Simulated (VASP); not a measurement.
The input files of a VASP run:

KPOINTS:
```
Automatic mesh
0
Gamma
7 7 7
0 0 0
```

### POSCAR
```
AgI
1
    0.0000000000     3.1088928421     3.1088928421
    3.1088928421     0.0000000000     3.1088928421
    3.1088928421     3.1088928421     0.0000000000
Ag I
1 1
Direct
  0.0000000000   0.0000000000   0.0000000000
  0.2500000000   0.2500000000   0.2500000000
```

### INCAR
```
# general
SYSTEM  = AgI
PREC    = Accurate
ENCUT   = 500   # plane-wave cut-off (eV)
LREAL   = F
LASPH   = T   # aspherical one-centre terms

# electronic loop
EDIFF   = 1E-6
NELM    = 100   # most electronic steps
ALGO    = Normal
LMAXMIX = 4   # l cut-off of mixed one-centre charges

# smearing
ISMEAR  = 0   # Gaussian
SIGMA   = 0.05

# functional
GGA     = PS

# ions
IBRION  = 2
NSW     = 40   # most ionic steps
ISIF    = 3   # ions, shape and volume
EDIFFG  = -0.02   # ionic stop
PSTRESS = 50   # kbar

# output
LWAVE   = F
LCHARG  = F
```

POTCAR, in this order: Ag I (PBE.64 set). Program: vasp_std.

Problem. Write an equivalent input for Ansatz.

Solution. One equivalent input (not run):
Ansatz 0.2 input:
```yaml
crystal:
  lattice:
    - [0.0000000, 3.1088928, 3.1088928]
    - [3.1088928, 0.0000000, 3.1088928]
    - [3.1088928, 3.1088928, 0.0000000]
  atoms:
    - { symbol: Ag, position: [0.0000000, 0.0000000, 0.0000000] }
    - { symbol: I, position: [0.2500000, 0.2500000, 0.2500000] }
kpoints:
  mp_grid: { grid: [7, 7, 7] }
hamiltonian:
  xc: pbesol
  pseudopotentials: { kind: paw }
scf:
  occupations: { method: gaussian, width: 0.05 }
  max_iter: 100
relax:
  max_steps: 40
  f_tol: 0.02
  cell: { p_target: 5 }
output: { forces: true, stress: true, eigenvalues: true }
```
Limits of the translation: each code has its own PAW files, so the cut-off isn't converted (ENCUT is set for VASP's; basis.ecutwfc is left out, and Ansatz then takes the one that its files recommend); Ansatz stops its SCF on the density residual and VASP on the energy change (EDIFF).

The compound is AgI in the zinc blende structure, whereas wurtzite is the usual form. It was relaxed first under an external pressure of 5 GPa.
